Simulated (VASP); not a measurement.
**Zn2CdSeS2: relaxation of cell and atoms with PBE**

The system is Zn2CdSeS2.

```xyz
6
Lattice="-1.9320 5.7950 2.7325 1.9320 -5.7950 2.7325 1.9320 5.7950 -2.7325" Properties=species:S:1:pos:R:3 pbc="T T T"
Zn    0.0000    7.7271    0.0000
Zn    0.0000    3.8629    0.0000
Cd    0.0000    0.0000    0.0000
Se    1.9320    0.0000    1.3662
S     1.9320    3.8629    1.3662
S     0.0000    1.9321    4.0987
```

The cell was built by a generator and needn't be a form met in nature.

```json
{
  "Program": "VASP 6.6.1",
  "Task": "relaxation of cell and atoms",
  "Functional": "PBE",
  "Potentials or basis": "VASP PAW PBE potentials, release 64 (Zn, Cd, Se, S)",
  "Cutoff": "520 eV",
  "k mesh": "4 × 4 × 4",
  "Occupations": "gaussian, width 0.15 eV",
  "Spin": "no spin polarisation",
  "Further INCAR settings": "PREC = Normal; ALGO = Fast; EDIFF = 0.0001; IBRION = 2; EDIFFG = -0.08; NSW = 24; ISIF = 3"
}
```

The relaxed volume is 23.13 Å³/atom. The relaxed cell is a = 7.002 Å, b = 7.002 Å, c = 7.002 Å, α = 146.74°, β = 59.68°, γ = 131.96°. The space group after relaxing (to 0.05 Å) is Imm2 (No. 44), the energy gained by relaxing is 187.6 meV/atom and the ionic steps are 9. The pressure after relaxing is -0.3 GPa. The largest force after relaxing is 0.075 eV/Å. The band gap on the k mesh is 1.11 eV, direct.

Forces on the atoms (eV/Å):
```
Zn   0.000  0.073 -0.017
Zn   0.000 -0.073 -0.017
Cd   0.000  0.000 -0.030
Se   0.000  0.000 -0.029
S    0.000  0.034  0.047
S    0.000 -0.034  0.047
```

The path:
```csv
step,energy change (eV),largest force (eV/Å),pressure (GPa),volume (Å³)
1,0.0000,2.5962,12.28,122.37
2,-0.8530,0.3989,-3.21,152.18
3,-0.9611,0.6584,-1.73,143.62
4,-0.9607,0.6901,-1.10,142.71
5,-1.0517,0.4260,-0.80,140.57
6,-1.1119,0.1975,1.25,136.14
7,-1.1148,0.2338,0.60,137.03
8,-1.1149,0.2126,0.66,136.84
9,-1.1257,0.0747,-0.29,138.77
```

Final structure:
```xyz
6
Lattice="-2.0042 6.0737 2.8500 2.0042 -6.0737 2.8500 2.0042 6.0737 -2.8500" Properties=species:S:1:pos:R:3 pbc="T T T"
Zn    0.0000    8.1898    0.0432
Zn    0.0000    3.9576    0.0432
Cd    0.0000    0.0000    5.5885
Se    2.0042    0.0000    1.6180
S     2.0042    3.9072    1.3410
S     0.0000    2.1664    4.1910
```

Levels at points of the mesh, in eV from the valence-band top:
| k point | band 24 | band 25 | band 26 | band 27 | band 28 | band 29 | band 30 | band 31 |
| --- | --- | --- | --- | --- | --- | --- | --- | --- |
| (0.00, 0.00, 0.00) | -1.28 | -0.26 | -0.16 | 0.00 | 1.11 | 3.54 | 4.51 | 5.12 |
| (0.50, 0.00, 0.00) | -1.45 | -1.19 | -0.92 | -0.31 | 2.68 | 3.53 | 3.67 | 4.91 |
| (0.00, 0.50, 0.00) | -1.98 | -1.74 | -0.96 | -0.92 | 2.60 | 4.53 | 4.76 | 5.39 |
| (0.50, 0.50, 0.00) | -2.04 | -1.81 | -1.68 | -1.35 | 3.10 | 3.63 | 4.53 | 4.70 |
| (0.50, 0.50, 0.50) | -1.56 | -1.27 | -0.84 | -0.05 | 2.71 | 3.34 | 3.60 | 3.88 |

It took 3.9 min on 1 thread of AMD EPYC 9R45 96-Core Processor (Zen 5) (shared host), peak memory 0.27 GiB.

Caveat: the k mesh is coarse (spacing up to 0.50 Å⁻¹), so the values aren't converged; the relaxation stopped at a loose force limit of 0.08 eV/Å, so its end isn't a converged minimum. A hybrid or GW would open this gap; PBE tends to underestimate it.
